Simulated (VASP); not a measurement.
Input:

```
AlN
1.0
    0.00000     2.20055     2.20055
    2.20055     0.00000     2.20055
    2.20055     2.20055     0.00000
Al N
1 1
Cartesian
  0.00000   0.00000   0.00000
  1.10027   1.10027   1.10027
```

Level of theory: PBE GGA, VASP's PBE PAW potentials (set 64) (plane waves; VASP 6.6.1). Settings: 520 eV cut-off, Gaussian smearing of 0.050 eV, potentials Al N.

### Question
Give the energies of bands 2 to 5 at the high-symmetry points, in eV from the valence-band maximum.

### Answer

```json
[
 {"band": "2", "Γ": "0.00", "X": "-4.83", "U": "-4.20", "L": "-5.76", "W": "-3.75"},
 {"band": "3", "Γ": "0.00", "X": "-1.75", "U": "-3.56", "L": "-0.48", "W": "-3.36"},
 {"band": "4", "Γ": "0.00", "X": "-1.75", "U": "-1.35", "L": "-0.48", "W": "-2.65"},
 {"band": "5", "Γ": "4.00", "X": "3.31", "U": "5.12", "L": "7.17", "W": "5.99"}
]
```

The gap is indirect, 3.31 eV, from the valence maximum at Γ to the conduction minimum at X.

Measured: gap 5.34 eV (computed value off by -2.03 eV), as given by Daiki Deguchi et al., Japanese Journal of Applied Physics (2016), arXiv:1512.06930.

The compound is AlN in the zinc blende structure, a metastable form; wurtzite is the usual one. It was relaxed first.
